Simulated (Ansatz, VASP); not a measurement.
# SrSnP in two plane-wave programs, part 2 of 2

Aim: how closely do two programs agree when they are given the same cell, functional and k mesh? The cell is taken from a series of runs on this material, whose earlier steps may have relaxed, scaled, displaced or heated it; both programs get it as it stands.

VASP 6.6.1 and Ansatz 0.2.0.

So far: Starting point; VASP: relaxation of cell and atoms, PBEsol.

## Step 3: Ansatz: relaxation of cell and atoms, PBEsol

Level of this step: Ansatz beside VASP: Kohn-Sham DFT, plane waves, PBEsol (Ansatz).

Ansatz runs on its default PAW (the set named soft_2) files.

The same cell, functional, mesh and smearing now go to Ansatz, which takes its cutoff from its data sets.

input.yaml reads:

```yaml
crystal:
  lattice:
    - [4.3189953123, 0.0, 0.0]
    - [0.0, 4.3189953123, 0.0]
    - [0.0, 0.0, 8.8915339931]
  atoms:
    - { symbol: Sr, position: [0.0, 0.5, 0.6675700179] }
    - { symbol: Sr, position: [0.5, 0.0, 0.3324299821] }
    - { symbol: Sn, position: [0.5, 0.0, 0.9481330422] }
    - { symbol: Sn, position: [0.0, 0.5, 0.0518669578] }
    - { symbol: P, position: [0.0, 0.5, 0.3285061465] }
    - { symbol: P, position: [0.5, 0.0, 0.6714938535] }
kpoints:
  mp_grid: { grid: [6, 6, 3] }
hamiltonian:
  xc: pbesol
scf:
  occupations: { method: methfessel_paxton, width: 0.2 }
output:
  forces: true
  stress: true
  eigenvalues: true
relax:
  adjacent_minimum: "off"
  f_tol: 0.001
  max_steps: 60
  cell: { stress_tol: 0.01 }
```

The run is started by

```sh
$ ansatz run input.yaml --threads 16 --pin off --max-ram 61440MiB --backend cuda --events-out ev --progress --plain --runs-dir out
```

Numbers of over 12 decimals in the logs are rounded to 6 here.

The log of the run:

```text
Engine: ansatz 0.2.0, aarch64-unknown-linux-gnu
Pseudopotentials: kind: paw
Pseudopotential: Sr, paw, valence charge 10, recommended cutoff 420 eV (normal), Sr.paw.azcp
Pseudopotential: Sn, paw, valence charge 14, recommended cutoff 420 eV (normal), Sn.paw.azcp
Pseudopotential: P, paw, valence charge 5, recommended cutoff 420 eV (normal), P.paw.azcp
Functional definition: PBEsol
  exchange = pbesol_x
  correlation = pbesol_c
[...]
Crystal: 6 atoms, lattice volume = 165.860 Å³
Basis set: ecut = 420 eV, 3205 PW (Γ), exchange–correlation on 60×60×120 points (8 copies of the dense FFT grid, shifted against one another)
Bands: 35, of which v1, the nominal top of the filled ones, is band 29 counted from 1 (28 counted from 0)
Symmetry: 16 space group operations
Space group: P4/nmm (ITA 129), of the structure as read, at distance tolerance 5.5e-5 Å
k-points: 20 of 108
Non-local potential: Sr, projectors of the file, l = 0: 3, l = 1: 2, l = 2: 2
Non-local potential: Sn, projectors of the file, l = 0: 2, l = 1: 2, l = 2: 2, l = 3: 2
Non-local potential: P, projectors of the file, l = 0: 2, l = 1: 2, l = 2: 2
PAW form: soft (Blöchl's): semilocal exchange-correlation on the pseudo side does not see the compensation charge
PAW frozen core: Sr, regenerated for the run's functional, and the local potential with it (the file was generated under x = pbe(κ = 0.804, μ = 0.219515), c = pbe(β = 0.066725))
PAW frozen core: Sn, regenerated for the run's functional, and the local potential with it (the file was generated under x = pbe(κ = 0.804, μ = 0.219515), c = pbe(β = 0.066725))
PAW frozen core: P, regenerated for the run's functional, and the local potential with it (the file was generated under x = pbe(κ = 0.804, μ = 0.219515), c = pbe(β = 0.066725))
PAW one-centre angular grid: Sr, 110 points (default); XC on 64 Gauss nodes
PAW one-centre angular grid: Sn, 590 points (default); XC on 64 Gauss nodes
PAW one-centre angular grid: P, 110 points (default); XC on 64 Gauss nodes
Initial density: superposition of atomic densities (neutral atoms: chi_scale 0, normalization atom), corrected by the library's trained network
Initial wavefunctions: pseudopotential atomic-orbital guess
[...]
Functional: x = pbesol(κ = 0.804, μ = 0.123457), c = pbesol(β = 0.046)
SCF iter   1: F=—  HF=-20368.695026 eV  |F-HF|=—  |Δ(HF+E_count)|=         —  Δρ=3.89e-3  dr2=5.21e-2  ethr=1.77e-3  ⟨swp⟩=13.0  Hψ=4659  notcnv=0
preconditioner: auto → Kerker (q_TF=auto, 2.290 Å⁻¹)  [metal: Δε(μ)=0.076 eV  Ē_g=6.667 eV  σ=0.200 eV  W_gap=0.32  n_scr=38 (ndim 8)  ℏωp=13.5 eV  f_vac=0.000  D(μ)=2.10/eV (n_scr^D=8)]
SCF iter   2: F=—  HF=-20368.685974 eV  |F-HF|=—  |Δ(HF+E_count)|=   9.05e-3  S|Δr|=    0.00e0  Δρ=1.87e-3  dr2=1.08e-2  ethr=8.98e-5  ⟨swp⟩=2.0  Hψ=1001  notcnv=0
[...]
SCF iter   8: F=-20368.683628 eV  HF=-20368.683628 eV  |F-HF|=4.49e-9  |Δ(HF+E_count)|=   4.02e-8  S|Δr|=    0.00e0  Δρ=1.73e-6  dr2=1.24e-8  ethr=1.72e-10  ⟨swp⟩=10.8  Hψ=4252  notcnv=0
SCF 1 converged in 8 iterations: F = -20368.683628 eV  dr2 = 1.24e-8
  greatest PAW one-centre occupation: 0.991 electrons in one spin orbital (limit 2), on the Sn atom at site 2 (counted from 0), in its partial waves of l = 2
relax step   1: F+E_penalty+E_count = -20368.68362777 eV  Δ(F+E_penalty+E_count) = +0.000e0 eV  max|allowed force component| = 3.017e-3 eV/Å  Δτ_max = 0.0000 Å  P = -0.001 GPa  Ω = 165.860 Å³  (8 SCF iters, dr2 threshold 1.00e-7 eV, accepted)
[...]
relax step   2: F+E_penalty+E_count = -20368.68364506 eV  Δ(F+E_penalty+E_count) = -1.729e-5 eV  max|allowed force component| = 2.919e-3 eV/Å  Δτ_max = 0.0016 Å  P = +0.008 GPa  Ω = 165.852 Å³  energy of the carried Pulay correction = +1.008e-6 eV  (6 SCF iters, dr2 threshold 4.09e-9 eV, accepted)
[...]
relax step   3: F+E_penalty+E_count = -20368.68364560 eV  Δ(F+E_penalty+E_count) = -5.365e-7 eV  max|allowed force component| = 3.418e-4 eV/Å  Δτ_max = 0.0007 Å  P = -0.001 GPa  Ω = 165.871 Å³  energy of the carried Pulay correction = -1.403e-6 eV  (7 SCF iters, dr2 threshold 5.33e-10 eV, accepted)
[...]
relax step   4: F+E_penalty+E_count = -20368.68365049 eV  Δ(F+E_penalty+E_count) = -4.896e-6 eV  max|allowed force component| = 3.445e-4 eV/Å  Δτ_max = 0.0000 Å  P = -0.001 GPa  Ω = 165.871 Å³  stress off target by 1.82e-3 GPa  SCF on the basis re-selected at this cell (its energy is not comparable with the rows above)  (7 SCF iters)
basis re-selected at this cell: Δ(F+E_penalty+E_count) = -4.896e-6 eV, ΔP = +0.000 GPa vs the last step (what re-selecting the basis moved, of the pressure what is left beyond the Pulay correction that the steps carried, after the strain that the cell walked since its last selection, with what the two solves' SCF thresholds leave and, on support functions, any second-order correction that the steps lacked; it is no m [...]
SCF converged after 7 iterations
Stability not checked: this state was not tested for a lower state beside it, because cold or Methfessel-Paxton smearing, or corrected tetrahedra, fill the levels in a way that the test cannot read (fill_not_monotonic; see scf.lower_state_search)
Free energy (F): -20368.683650 eV
Harris-Foulkes:  -20368.683650 eV  (|F-HF|=3.64e-12)
Internal energy: -20368.676474 eV  (E = F + TS)
E sigma→0 (E₀):  -20368.681856 eV
Entropy (-TS):   -0.007177 eV (-1.196 meV/atom)
Fermi energy:    8.101543 eV
--- Per-component energies (eV) ---
  E_band       = -389.462096
  E_kinetic    = 1005.846052
  E_local      = -3865.639227  (includes V_loc(G=0)·N_el)
  E_nonlocal   = 414.357240
  E_hartree    = 1752.246920
  E_xc         = -1224.504309
  E_vxc        = -639.239683  (∫ρ·V_xc dr)
  E_paw        = -14528.283373  (= ΣΔE_a)
  E_vpaw       = -809.280308  (= ΣTr[D̂ρ^β])
  E_aug_tail   = 0.000002  (compensation charges beyond the density's cutoff)
  E_ewald      = -3923.630346
  E_core_change = 0.930566  (= ΣΔE_core)
  E_smearing   = -0.007177  (= −TS)
  E_closure    = 0.000000  (closes the sum)
  Σ components = -20368.683650   (vs F -20368.683650, Δ=0.00e0)
--- Forces (eV/Å), atoms counted from 1 ---
  atom   1  Sr     0.00000000     0.00000000     0.00011042
  atom   2  Sr     0.00000000     0.00000000    -0.00011042
  atom   3  Sn     0.00000000     0.00000000    -0.00005462
  atom   4  Sn     0.00000000     0.00000000     0.00005462
  atom   5  P      0.00000000     0.00000000    -0.00034451
  atom   6  P      0.00000000     0.00000000     0.00034451
  max |Σ_I F_I| component: 0.00e0 eV/Å
--- Stress (GPa, compression-positive) ---
       -0.001824       0.000000       0.000000
        0.000000      -0.001824       0.000000
        0.000000       0.000000       0.001203
  P = ⅓ Tr σ = -0.0008 GPa (-0.008 kbar)
--- Band table (eV; the first three rows and the last of 20) ---
  k-point 0: bands = [... 25 lower, 6.6204, 7.6594, 7.6594, 8.1817, 8.1817, 9.1890, 10.2165, 10.8354, ... 2 higher]
  k-point 1: bands = [... 25 lower, 6.8420, 7.4759, 7.4759, 8.5810, 8.5810, 9.2518, 9.2685, 10.0111, ... 2 higher]
  k-point 2: bands = [... 25 lower, 7.0106, 7.0372, 7.3472, 8.1376, 8.2800, 9.9210, 10.7379, 10.7682, ... 2 higher]
  k-point 19: bands = [... 25 lower, 6.2308, 6.2380, 6.2380, 7.3632, 7.3632, 9.3165, 9.3165, 10.7155, ... 2 higher]
--- Relaxed structure (3 steps of the walk, 3 accepted, 1 SCFs on fresh bases) ---
  F+E_penalty+E_count = -20368.68365049 eV   max|allowed force component| = 3.445e-4 eV/Å   (the final SCF, on the basis selected at the relaxed cell)
  cell:  # Å, volume = 165.8712 Å³
    - [4.318075, 0, 0.0]
    - [0, 4.318075, 0.0]
    - [0.0, 0.0, 8.895914]
  atoms:
    - { symbol: Sr, position: [0, 0.5, 0.667474] }
    - { symbol: Sr, position: [0.5, 0, 0.332526] }
    - { symbol: Sn, position: [0.5, 0, 0.948138] }
    - { symbol: Sn, position: [0, 0.5, 0.051862] }
    - { symbol: P, position: [0, 0.5, 0.328397] }
    - { symbol: P, position: [0.5, 0, 0.671603] }
```

In the SCF lines HF is the Harris–Foulkes energy and dr2 the Hartree energy of the density residual, in eV; the loop may stop once dr2 is under the threshold and the program's other checks hold. Hψ counts applications of the Hamiltonian.

## Step 4: Differences

Known differences besides the potentials themselves: the cutoff is 420 eV in Ansatz and 500 eV in VASP; Ansatz makes its cores anew for this functional, VASP keeps those of its PBE data sets; Ansatz adds a Pulay correction to the stress that steers its cell, VASP none. Total energies have different zeros and are not compared.

Both answers:

```csv
quantity,Ansatz,VASP,difference
volume (Å³),165.87,166.17,-0.18 %
"edge a after relaxation, in the typed setting (Å)",4.318,4.322,-0.09 %
"edge c after relaxation, in the typed setting (Å)",8.896,8.896,+0.00 %
```

## Step 5: Summary of results

```
difference in volume (relaxation of cell and atoms, PBEsol) : -0.18 %
```

**Reading.** The difference in volume is -0.18 % (relaxation of cell and atoms, PBEsol), within the 1.2 % picked in this series as the mark of a large difference, as far as the stopping tolerances let one tell. 1 further run of this series is not shown here. How closely two codes agree says nothing of how well the functional describes the real material.

[Lines on the potential files, build, host, timing and source positions are cut from VASP's logs without a mark.]

[Logs are printed without paths, hosts, clocks, repeated set-up lines and the standing remarks that a program may print on its own settings, such as how far it seeks lower states.]

[Hosts, paths, dates, database ids (printed as entryN), source tags and the programs' standing remarks are cut or masked in the printed files.]
